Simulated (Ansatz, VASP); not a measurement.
**SnPt (P1, 4 atoms in the cell) computed with different codes at matched settings**

Self-consistent single point.

```
CELL_PARAMETERS angstrom
      4.14407     0.00000     0.00000
     -2.07204     3.58887     0.00000
      0.00000     0.00000     5.47558
ATOMIC_POSITIONS crystal
  Sn 0.65688 0.32776 0.74414
  Sn 0.33283 0.67882 0.25132
  Pt 0.99530 0.98717 0.49710
  Pt 0.01498 0.00625 0.00744
```

Shared settings, as Ansatz (a quantum-chemistry and plane-wave program) writes them: kpoints.mp_grid.grid = 5 5 4; magnetization.spin_orbit = true; scf.occupations.method = fermi_dirac; scf.occupations.width = 0.1 eV. Potentials and cutoffs stand in the table.

| code | model | pressure (GPa) | largest force (eV/Å) | cutoff |
|---|---|---|---|---|
| VASP | LDA (PZ), spin-orbit coupling, VASP's LDA PAW potentials (set 64) | -4.99 | 0.839 | 300 eV |
| Ansatz | LDA (PW92) with spin-orbit coupling, PAW files made with PBE | -5.15 | 0.829 | default |

Size of the force on each atom (eV/Å): Sizes of forces hide their directions.

```tsv
code	Sn1	Sn2	Pt3	Pt4
VASP	0.413	0.623	0.713	0.839
Ansatz	0.405	0.613	0.707	0.829
```

The spread over the programs that give each value: pressure within 0.16 GPa; largest force within 0.010 eV/Å.

Ansatz's pressure is given at a fixed set of plane waves, as the other plane-wave codes print theirs; with its correction for the finite basis it is -5.04 GPa. The same LDA comes in different parametrisations, which differ slightly.

VASP's run is marked for a possible Pulay error in its stress at this cutoff; no cutoff test was made.

The starting cell comes from a database of computed structures (which also holds hypothetical and non-ambient phases and stackings), without a prior relaxation at this level. Its atoms were displaced at random from the sites of space group no. 194.

Left out of this page: Elk (with a known weakness of the program).

Keys are those of Ansatz 0.2.
